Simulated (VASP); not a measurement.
VASP input:

File POSCAR:
```
Te
1
    2.1870707474    -3.7881173706     0.0000000000
    2.1870707474     3.7881173706    -0.0000000000
    0.0000000000     0.0000000000     5.8827204430
Te
3
Direct
  1.0000000000   0.2816655890   0.6666670000
  0.7183344110   0.7183344110   0.0000000000
  0.2816655890   1.0000000000   0.3333330000
```

**INCAR**
```
SYSTEM = Te
PREC = Accurate; ENCUT = 400; LREAL = F
LASPH = T
EDIFF = 1E-6; NELM = 100; ALGO = Normal
LMAXMIX = 4
ISMEAR = 0; SIGMA = 0.05
GGA = PS
IBRION = 2; NSW = 60; ISIF = 3
EDIFFG = -0.02
LWAVE = F; LCHARG = F
```

KPOINTS:
```
Automatic mesh
0
Gamma
5 5 4
0 0 0
```

POTCAR, in this order: Te (PBE.64 set). Program: vasp_std.

Q: Translate this PBEsol calculation to Ansatz.

A: One equivalent input (not run):
Ansatz 0.2 input:
```yaml
crystal:
  lattice:
    - [2.1870707, -3.7881174, 0.0000000]
    - [2.1870707, 3.7881174, 0.0000000]
    - [0.0000000, 0.0000000, 5.8827204]
  atoms:
    - { symbol: Te, position: [1.0000000, 0.2816656, 0.6666670] }
    - { symbol: Te, position: [0.7183344, 0.7183344, 0.0000000] }
    - { symbol: Te, position: [0.2816656, 1.0000000, 0.3333330] }
kpoints:
  mp_grid: { grid: [5, 5, 4] }
hamiltonian:
  xc: pbesol
  pseudopotentials: { kind: paw }
scf:
  occupations: { method: gaussian, width: 0.05 }
  max_iter: 100
relax:
  max_steps: 60
  f_tol: 0.02
  cell: {}
output: { forces: true, stress: true, eigenvalues: true }
```
The two are equivalent in intent, not identical: each code has its own PAW files, so the cut-off isn't converted (ENCUT is set for VASP's; basis.ecutwfc is left out, and Ansatz then takes the one that its files recommend); Ansatz stops its SCF on the density residual and VASP on the energy change (EDIFF).

The compound is Te in the trig structure. This run relaxes it. Symmetry was kept, so distortions that lower it aren't found. The start is the result of an earlier pass.
